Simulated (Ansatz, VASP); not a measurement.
# Cross-check of AlSi6As between VASP and Ansatz

One calculation is typed for both programs; each brings its own data sets. How far apart do they land? The cell is generated by rule, not measured, and may not be a known phase. The cell is taken from a series of runs on this material, whose earlier steps may have relaxed, scaled, displaced or heated it; both programs get it as it stands.

Calculated with Ansatz 0.2.0; plane waves, with VASP 6.6.1 beside it; relaxation of cell and atoms at LDA.

The structure was built from a prototype and need not be the compound's stable phase.

### 1. The structure

Symmetry: Pmm2, No. 25, orthorhombic system. Conventional cell: a = 3.880 Å, b = 3.880 Å, c = 10.975 Å, α = 90.00°, β = 90.00°, γ = 90.00°. Nearest to Al lie 2 Si at 2.38 Å and 2 As at 2.38 Å. Nearest to As lie 2 Al at 2.38 Å and 2 Si at 2.38 Å. Nearest to Si lie 2 As at 2.38 Å and 2 Si at 2.38 Å. Nearest to Si lie 4 Si at 2.38 Å. Nearest to Si lie 4 Si at 2.38 Å. Farther neighbours are not listed.

### 2. Ansatz: relaxation of cell and atoms, LDA

Ansatz runs on its default PAW (the set named soft_2) files.

The relaxed volume is the usual yardstick between codes: in a stiff, nearly cubic crystal its relative difference is about their pressure difference at one cell divided by the bulk modulus.

Input file input.yaml:

```yaml
crystal:
  lattice:
    - [2.74375, 2.74375, 0.0]
    - [-2.74375, 2.74375, 0.0]
    - [0.0, 0.0, 10.975]
  atoms:
    - { symbol: Al, position: [0.0, 0.0, 0.0] }
    - { symbol: As, position: [0.5, 0.0, 0.125] }
    - { symbol: Si, position: [0.5, 0.5, 0.25] }
    - { symbol: Si, position: [0.0, 0.5, 0.375] }
    - { symbol: Si, position: [0.0, 0.0, 0.5] }
    - { symbol: Si, position: [0.5, 0.0, 0.625] }
    - { symbol: Si, position: [0.5, 0.5, 0.75] }
    - { symbol: Si, position: [0.0, 0.5, 0.875] }
kpoints:
  mp_grid: { grid: [6, 6, 2] }
hamiltonian:
  xc: lda
scf:
  occupations: { method: gaussian, width: 0.1 }
output:
  forces: true
  stress: true
  eigenvalues: true
relax:
  adjacent_minimum: "off"
  f_tol: 0.05
  max_steps: 80
  cell: { stress_tol: 0.5 }
```

Run with:

```console
$ ansatz run input.yaml --threads 8 --pin off --max-ram 14336MiB --backend cpu --events-out ev --progress --plain --runs-dir out
```

Numbers of over 12 decimals in the logs are rounded to 6 here.

Log:

```text
The last accepted step is kept in <dir> (removed where the run ends without a failure and the disk answers)
Engine: ansatz 0.2.0, x86_64-unknown-linux-gnu
Pseudopotentials: kind: paw
Pseudopotential: Al, paw, valence charge 3, recommended cutoff 420 eV (normal), Al.paw.azcp
Pseudopotential: As, paw, valence charge 15, recommended cutoff 420 eV (normal), As.paw.azcp
Pseudopotential: Si, paw, valence charge 4, recommended cutoff 420 eV (normal), Si.paw.azcp
Functional definition: SPW92
  exchange = slater_x
  correlation = pw_c
Crystal: 8 atoms, lattice volume = 165.243 Å³
Basis set: ecut = 420 eV, 3293 PW (Γ)
Bands: 29, of which v1, the nominal top of the filled ones, is band 21 counted from 1 (20 counted from 0)
Symmetry: 4 space group operations
Space group: Pmm2 (ITA 25), of the structure as read, at distance tolerance 5.5e-5 Å
k-points: 32 of 72
Non-local potential: Al, projectors of the file, l = 0: 2, l = 1: 2, l = 2: 1
Non-local potential: As, projectors of the file, l = 0: 2, l = 1: 2, l = 2: 3, l = 3: 1
Non-local potential: Si, projectors of the file, l = 0: 2, l = 1: 2, l = 2: 2
PAW form: soft (Blöchl's): semilocal exchange-correlation on the pseudo side does not see the compensation charge
PAW frozen core: Al, regenerated for the run's functional, and the local potential with it (the file was generated under x = pbe(κ = 0.804, μ = 0.219515), c = pbe(β = 0.066725))
PAW frozen core: As, regenerated for the run's functional, and the local potential with it (the file was generated under x = pbe(κ = 0.804, μ = 0.219515), c = pbe(β = 0.066725))
PAW frozen core: Si, regenerated for the run's functional, and the local potential with it (the file was generated under x = pbe(κ = 0.804, μ = 0.219515), c = pbe(β = 0.066725))
PAW one-centre angular grid: Al, 110 points (default); XC on 64 Gauss nodes
PAW one-centre angular grid: As, 590 points (default); XC on 64 Gauss nodes
PAW one-centre angular grid: Si, 110 points (default); XC on 64 Gauss nodes
Initial density: superposition of atomic densities (neutral atoms: chi_scale 0, normalization atom), corrected by the library's trained network
Initial wavefunctions: pseudopotential atomic-orbital guess
Functional: x = slater, c = lda
SCF iter   1: F=—  HF=-8938.368011 eV  |F-HF|=—  |Δ(HF+E_count)|=         —  Δρ=4.33e-3  dr2=4.47e-2  ethr=1.77e-3  ⟨swp⟩=6.4  Hψ=4706  notcnv=0
preconditioner: auto → Kerker (q_TF=auto, 2.171 Å⁻¹)  [metal: Δε(μ)=0.081 eV  Ē_g=7.897 eV  σ=0.100 eV  W_gap=0.40  n_scr=26 (ndim 8)  ℏωp=16.3 eV  f_vac=0.000  D(μ)=0.77/eV (n_scr^D=2)]
SCF iter   2: F=—  HF=-8938.362793 eV  |F-HF|=—  |Δ(HF+E_count)|=   5.22e-3  Δρ=2.57e-3  dr2=1.70e-2  ethr=1.07e-4  ⟨swp⟩=1.0  Hψ=1184  notcnv=0  defer=1
SCF iter   3: F=—  HF=-8938.360165 eV  |F-HF|=—  |Δ(HF+E_count)|=   2.63e-3  Δρ=3.29e-4  dr2=1.07e-3  ethr=4.06e-5  ⟨swp⟩=1.9  Hψ=915  notcnv=0  defer=1
SCF iter   4: F=—  HF=-8938.360052 eV  |F-HF|=—  |Δ(HF+E_count)|=   1.12e-4  Δρ=1.36e-4  dr2=1.98e-4  ethr=2.56e-6  ⟨swp⟩=2.1  Hψ=1177  notcnv=0  defer=1
SCF iter   5: F=—  HF=-8938.360049 eV  |F-HF|=—  |Δ(HF+E_count)|=   3.14e-6  Δρ=8.41e-5  dr2=8.41e-5  ethr=4.71e-7  ⟨swp⟩=2.0  Hψ=1365  notcnv=0  defer=1
SCF iter   6: F=—  HF=-8938.360003 eV  |F-HF|=—  |Δ(HF+E_count)|=   4.59e-5  Δρ=3.62e-5  dr2=9.35e-6  ethr=2.00e-7  ⟨swp⟩=2.0  Hψ=1425  notcnv=0  defer=1
SCF iter   7: F=—  HF=-8938.360002 eV  |F-HF|=—  |Δ(HF+E_count)|=   1.30e-6  Δρ=9.99e-6  dr2=5.12e-7  ethr=2.23e-8  ⟨swp⟩=1.8  Hψ=953  notcnv=0  defer=1
SCF iter   8: F=-8938.360002 eV  HF=-8938.360002 eV  |F-HF|=9.93e-9  |Δ(HF+E_count)|=  7.06e-10  Δρ=2.66e-6  dr2=2.34e-8  ethr=2.38e-10  ⟨swp⟩=9.8  Hψ=4234  notcnv=0
SCF 1 converged in 8 iterations: F = -8938.360002 eV  dr2 = 2.34e-8
  greatest PAW one-centre occupation: 0.999 electrons in one spin orbital (limit 2), on the As atom at site 1 (counted from 0), in its partial waves of l = 2
relax step   1: F+E_penalty+E_count = -8938.36000172 eV  Δ(F+E_penalty+E_count) = +0.000e0 eV  max|allowed force component| = 8.300e-1 eV/Å  Δτ_max = 0.0000 Å  P = -0.613 GPa  Ω = 165.243 Å³  (8 SCF iters, dr2 threshold 1.00e-7 eV, accepted)
[...]
relax step   2: F+E_penalty+E_count = -8938.47795414 eV  Δ(F+E_penalty+E_count) = -1.180e-1 eV  max|allowed force component| = 1.300e-1 eV/Å  Δτ_max = 0.1092 Å  P = -0.251 GPa  Ω = 164.293 Å³  energy of the carried Pulay correction = +2.430e-4 eV  (7 SCF iters, dr2 threshold 8.00e-7 eV, accepted)
[...]
relax step   3: F+E_penalty+E_count = -8938.48298146 eV  Δ(F+E_penalty+E_count) = -5.027e-3 eV  max|allowed force component| = 3.808e-2 eV/Å  Δτ_max = 0.0097 Å  P = -0.067 GPa  Ω = 163.931 Å³  energy of the carried Pulay correction = +3.359e-4 eV  (5 SCF iters, dr2 threshold 8.00e-7 eV, accepted)
[...]
relax step   4: F+E_penalty+E_count = -8938.48264828 eV  Δ(F+E_penalty+E_count) = +3.332e-4 eV  max|allowed force component| = 3.798e-2 eV/Å  Δτ_max = 0.0000 Å  P = -0.070 GPa  Ω = 163.931 Å³  stress off target by 1.36e-1 GPa  SCF on the basis re-selected at this cell (its energy is not comparable with the rows above)  (4 SCF iters)
basis re-selected at this cell: Δ(F+E_penalty+E_count) = +3.332e-4 eV, ΔP = -0.002 GPa vs the last step (what re-selecting the basis moved, of the pressure what is left beyond the Pulay correction that the steps carried, after the strain that the cell walked since its last selection, with what the two solves' SCF thresholds leave and, on support functions, any second-order correction that the steps lacked; it is no m [...]
SCF converged after 4 iterations
Free energy (F): -8938.482648 eV
Harris-Foulkes:  -8938.482648 eV  (|F-HF|=6.10e-9)
Internal energy: -8938.477034 eV  (E = F + TS)
E sigma→0 (E₀):  -8938.479841 eV
Entropy (-TS):   -0.005615 eV (-0.702 meV/atom)
Fermi energy:    6.754701 eV
--- Per-component energies (eV) ---
  E_band       = -255.963612
  E_kinetic    = 370.773312
  E_local      = -3040.286561  (includes V_loc(G=0)·N_el)
  E_nonlocal   = -491.087576
  E_hartree    = 1546.015578
  E_xc         = -447.443115
  E_vxc        = -392.034598  (∫ρ·V_xc dr)
  E_paw        = -5114.546748  (= ΣΔE_a)
  E_vpaw       = 204.638811  (= ΣTr[D̂ρ^β])
  E_aug_tail   = 0.000039  (compensation charges beyond the density's cutoff)
  E_ewald      = -1764.538893
  E_core_change = 2.636931  (= ΣΔE_core)
  E_smearing   = -0.005615  (= −TS)
  E_closure    = -0.000000  (closes the sum)
  Σ components = -8938.482648   (vs F -8938.482648, Δ=0.00e0)
--- Forces (eV/Å), atoms counted from 1 ---
  atom   1  Al     0.00000000     0.00000000     0.01036906
  atom   2  As     0.00000000     0.00000000     0.03691468
  atom   3  Si     0.00000000     0.00000000    -0.03798257
  atom   4  Si     0.00000000     0.00000000    -0.01329121
  atom   5  Si    -0.00000000     0.00000000     0.00588198
  atom   6  Si    -0.00000000     0.00000000    -0.00688308
  atom   7  Si     0.00000000    -0.00000000     0.02420557
  atom   8  Si     0.00000000     0.00000000    -0.01924516
  max |Σ_I F_I| component: 3.07e-5 eV/Å
--- Stress (GPa, compression-positive) ---
       -0.089693       0.046735       0.000000
        0.046735      -0.089693       0.000000
        0.000000       0.000000      -0.029980
  P = ⅓ Tr σ = -0.0698 GPa (-0.698 kbar)
--- Band table (eV; the first three rows and the last of 32) ---
  k-point 0: bands = [... 17 lower, 4.8268, 6.1630, 6.2160, 6.5710, 6.8614, 6.8933, 7.2979, 7.6566, ... 4 higher]
  k-point 1: bands = [... 17 lower, 5.1132, 5.2873, 5.6449, 6.4644, 6.6353, 6.8504, 7.5888, 7.9192, ... 4 higher]
  k-point 2: bands = [... 17 lower, 4.8053, 5.3044, 5.5524, 6.0433, 7.0329, 8.0284, 8.3528, 8.6657, ... 4 higher]
  k-point 31: bands = [... 17 lower, 2.9572, 3.1172, 3.4812, 3.7480, 7.7627, 7.9342, 8.0680, 8.2834, ... 4 higher]
--- Relaxed structure (3 steps of the walk, 3 accepted, 1 SCFs on fresh bases) ---
  F+E_penalty+E_count = -8938.48264828 eV   max|allowed force component| = 3.798e-2 eV/Å   (the final SCF, on the basis selected at the relaxed cell)
  cell:  # Å, volume = 163.9315 Å³
    - [2.738260, 2.738260, 0]
    - [-2.735600, 2.735600, 0]
    - [0, 0, 10.942210]
  atoms:
    - { symbol: Al, position: [0, 0, -0.00601696] }
    - { symbol: As, position: [0.5, 0, 0.131258] }
    - { symbol: Si, position: [0.5, 0.500000, 0.260439] }
    - { symbol: Si, position: [0, 0.500000, 0.379642] }
    - { symbol: Si, position: [0, 0, 0.501302] }
    - { symbol: Si, position: [0.5, 0, 0.622674] }
    - { symbol: Si, position: [0.5, 0.500000, 0.745264] }
    - { symbol: Si, position: [0, 0.500000, 0.865438] }
```

### 3. VASP: relaxation of cell and atoms, LDA

The same cell, functional (in two slightly different forms), mesh and smearing now go to VASP, with its own data sets.

Lines of VASP's logs that name or quote its potential files are left out, and so is its time.

Input file INCAR:

```
SYSTEM = AlSi6As
PREC = Accurate
ENCUT = 500
EDIFF = 1E-07
NELM = 120
ISMEAR = 0
SIGMA = 0.1
LREAL = .FALSE.
ALGO = Normal
GGA = CA
NBANDS = 24
LORBIT = 11
LWAVE = .FALSE.
LCHARG = .FALSE.
ISIF = 3
IBRION = 2
NSW = 80
EDIFFG = -0.005
LASPH = .TRUE.
GGA_COMPAT = .FALSE.
NELMIN = 4
KPAR = 2
```

Input file POSCAR:

```
AlSi6As
1.0
    2.7437500000      2.7437500000      0.0000000000
   -2.7437500000      2.7437500000      0.0000000000
    0.0000000000      0.0000000000     10.9750000000
Al As Si
1 1 6
Direct
    0.0000000000      0.0000000000      0.0000000000
    0.5000000000      0.0000000000      0.1250000000
    0.5000000000      0.5000000000      0.2500000000
    0.0000000000      0.5000000000      0.3750000000
    0.0000000000      0.0000000000      0.5000000000
    0.5000000000      0.0000000000      0.6250000000
    0.5000000000      0.5000000000      0.7500000000
    0.0000000000      0.5000000000      0.8750000000
```

Input file KPOINTS:

```
Automatic mesh
0
Gamma
6 6 2
0 0 0
```

The projector-augmented-wave data sets are Al, As and Si (LDA family, release 64).

Run with:

```console
$ mpirun -np 2 vasp_std
```

Log:

```text
[banner, memory and clock lines left out]
running    2 mpi-ranks, on    1 nodes
 distrk:  each k-point on    1 cores,    2 groups
 distr:  one band on    1 cores,    1 groups

 POSCAR found type information on POSCAR AlAsSi
 POSCAR found :  3 types and       8 ions
 LDA part: xc-table for (Slater(with rela. corr.)+CA(PZ))
 , standard interpolation
 POSCAR, INCAR and KPOINTS ok, starting setup
 FFT: planning ... GRIDC
 FFT: planning ... GRID_SOFT
 FFT: planning ... GRID
 WAVECAR not read
 entering main loop
       N       E                     dE             d eps       ncg     rms          rms(c)
DAV:   1     0.733983582630E+02    0.73398E+02   -0.11711E+04  1536   0.104E+03
DAV:   2    -0.399529794163E+02   -0.11335E+03   -0.10597E+03  2032   0.157E+02
DAV:   3    -0.463554969512E+02   -0.64025E+01   -0.62593E+01  2000   0.352E+01
DAV:   4    -0.464781058240E+02   -0.12261E+00   -0.12235E+00  1936   0.591E+00
DAV:   5    -0.464812077504E+02   -0.31019E-02   -0.30998E-02  2000   0.874E-01    0.916E+00
DAV:   6    -0.455452787013E+02    0.93593E+00   -0.67846E-01  1968   0.443E+00    0.544E+00
DAV:   7    -0.452837567875E+02    0.26152E+00   -0.11298E+00  2032   0.456E+00    0.109E+00
DAV:   8    -0.452515608006E+02    0.32196E-01   -0.20138E-01  1824   0.264E+00    0.911E-01
DAV:   9    -0.452545001126E+02   -0.29393E-02   -0.33627E-02  1896   0.123E+00    0.388E-01
DAV:  10    -0.452502657492E+02    0.42344E-02   -0.78705E-03  1824   0.502E-01    0.142E-01
DAV:  11    -0.452495525010E+02    0.71325E-03   -0.26056E-03  1952   0.234E-01    0.108E-01
DAV:  12    -0.452494645892E+02    0.87912E-04   -0.39096E-04  2008   0.955E-02    0.820E-02
DAV:  13    -0.452494381435E+02    0.26446E-04   -0.84399E-05  1952   0.550E-02    0.361E-02
DAV:  14    -0.452494443783E+02   -0.62348E-05   -0.37599E-05  1896   0.289E-02    0.148E-02
DAV:  15    -0.452494438081E+02    0.57021E-06   -0.33033E-06  1880   0.867E-03    0.933E-03
DAV:  16    -0.452494427798E+02    0.10283E-05   -0.98303E-07  1920   0.514E-03    0.351E-03
DAV:  17    -0.452494425504E+02    0.22948E-06   -0.11486E-06  1960   0.499E-03    0.173E-03
DAV:  18    -0.452494425630E+02   -0.12651E-07   -0.24890E-07  1568   0.231E-03
   1 F= -.45249443E+02 E0= -.45247196E+02  d E =-.452494E+02
[... from here on, the cycles between the ionic steps are left out ...]
   2 F= -.45324935E+02 E0= -.45322769E+02  d E =-.754924E-01
   3 F= -.45336414E+02 E0= -.45334462E+02  d E =-.869718E-01
   4 F= -.45359273E+02 E0= -.45357072E+02  d E =-.228587E-01
   5 F= -.45359442E+02 E0= -.45357217E+02  d E =-.230278E-01
   6 F= -.45373871E+02 E0= -.45371342E+02  d E =-.144289E-01
   7 F= -.45375418E+02 E0= -.45372680E+02  d E =-.159763E-01
   8 F= -.45376206E+02 E0= -.45373418E+02  d E =-.787324E-03
   9 F= -.45376445E+02 E0= -.45373674E+02  d E =-.102618E-02
  10 F= -.45376601E+02 E0= -.45373844E+02  d E =-.156826E-03
  11 F= -.45376602E+02 E0= -.45373844E+02  d E =-.157270E-03
  12 F= -.45376654E+02 E0= -.45373893E+02  d E =-.521721E-04
 trial-energy change:   -0.000052  1 .order   -0.000052   -0.000075   -0.000030
 step:   1.8984(harm=  1.8984)  dis= 0.00176  next Energy=   -45.376664 (dE=-0.618E-04)
 bond charge predicted
       N       E                     dE             d eps       ncg     rms          rms(c)
DAV:   1    -0.453766677031E+02   -0.13676E-04   -0.43178E-04  1680   0.960E-02    0.131E-02
DAV:   2    -0.453766653820E+02    0.23210E-05   -0.27623E-05  1952   0.273E-02    0.597E-03
DAV:   3    -0.453766640445E+02    0.13375E-05   -0.30560E-06  1872   0.827E-03    0.289E-03
DAV:   4    -0.453766638056E+02    0.23889E-06   -0.85111E-07  1936   0.414E-03    0.114E-03
DAV:   5    -0.453766637976E+02    0.80327E-08   -0.81665E-08  1088   0.151E-03
  13 F= -.45376664E+02 E0= -.45373900E+02  d E =-.619607E-04
 curvature:  -1.20 expect dE=-0.682E-05 dE for cont linesearch -0.528E-11
 trial: gam= 0.08327 g(F)=  0.333E-05 g(S)=  0.235E-05 ort = 0.190E-07 (trialstep = 0.130E+01)
 search vector abs. value=  0.625E-05
 reached required accuracy - stopping structural energy minimisation
```

[end of part 1 of 2]

[Lines on the potential files, build, host, timing and source positions are cut from VASP's logs without a mark.]

[Logs are printed without paths, hosts, clocks, repeated set-up lines and the standing remarks that a program may print on its own settings, such as how far it seeks lower states.]

[Hosts, paths, dates, database ids (printed as entryN), source tags and the programs' standing remarks are cut or masked in the printed files.]
